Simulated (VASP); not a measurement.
Given:

```yaml
crystal:
  lattice:
    - [-1.60581, 1.62340, 2.42895]
    - [1.60581, -1.62340, 2.42895]
    - [1.60581, 1.62340, -2.42895]
  atoms:
    - { symbol: In, position: [0.00000, 0.00000, 0.00000] }
```

Level of theory: PBE GGA, VASP's PBE PAW potentials (set 64) (plane waves; VASP). Settings: 800 eV cut-off, 14×14×14 Γ-centred mesh, first-order Methfessel-Paxton smearing of 0.10 eV, potentials In_d.

Q: Give the stress tensor in GPa (positive for a compressed cell).

A: 
```
3.43  0.00  0.00
0.00  3.41  0.00
0.00  0.00  3.87
```
The pressure is its mean diagonal, 3.57 GPa.

The compound is In in the bct structure. The cell was not relaxed at this level. The run is one of a series of settings (ENCUT = 800 against the base run), some of them coarse on purpose.
